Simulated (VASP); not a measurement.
A VASP calculation is set up with these files.

File KPOINTS:
```
Automatic mesh
0
Gamma
8 8 8
0 0 0
```

### POSCAR
```
BaS
1
    0.0000000000     3.1514163247     3.1514163247
    3.1514163247     0.0000000000     3.1514163247
    3.1514163247     3.1514163247     0.0000000000
Ba S
1 1
Direct
  0.0000000000   0.0000000000   0.0000000000
  0.5000000000   0.5000000000   0.5000000000
```

### INCAR
```
# general
SYSTEM  = BaS
PREC    = Accurate
ENCUT   = 520   # plane-wave cut-off (eV)
LREAL   = F   # projection in real space or not
LASPH   = T   # aspherical one-centre terms

# electronic loop
EDIFF   = 1E-7
NELM    = 100   # most electronic steps
ALGO    = Normal   # blocked Davidson
LMAXMIX = 4

# smearing
ISMEAR  = -5   # tetrahedra, Bloechl

# ions
ISIF    = 2   # forces and stress, cell fixed

# output
LWAVE   = F
LCHARG  = T
LORBIT  = 11   # lm-projected
NEDOS   = 601   # DOS grid
```

POTCAR, in this order: Ba_sv S (LDA.64 set). Program: vasp_std.

Write an equivalent input for Ansatz.

One equivalent input (not run):
Ansatz 0.2 input:
```yaml
crystal:
  lattice:
    - [0.0000000, 3.1514163, 3.1514163]
    - [3.1514163, 0.0000000, 3.1514163]
    - [3.1514163, 3.1514163, 0.0000000]
  atoms:
    - { symbol: Ba, position: [0.0000000, 0.0000000, 0.0000000] }
    - { symbol: S, position: [0.5000000, 0.5000000, 0.5000000] }
kpoints:
  mp_grid: { grid: [8, 8, 8] }
hamiltonian:
  xc: lda
  pseudopotentials: { kind: paw }
scf:
  occupations: { method: tetrahedron }
  max_iter: 100
output: { forces: true, stress: true, eigenvalues: true }
```
Limits of the translation: each code has its own PAW files, so the cut-off isn't converted (ENCUT is set for VASP's; basis.ecutwfc is left out, and Ansatz then takes the one that its files recommend); Ansatz stops its SCF on the density residual and VASP on the energy change (EDIFF); Ansatz's lda is the Perdew-Wang form, while the LDA potentials of VASP carry Perdew-Zunger's.

The compound is BaS in the rock salt structure. It was relaxed first.
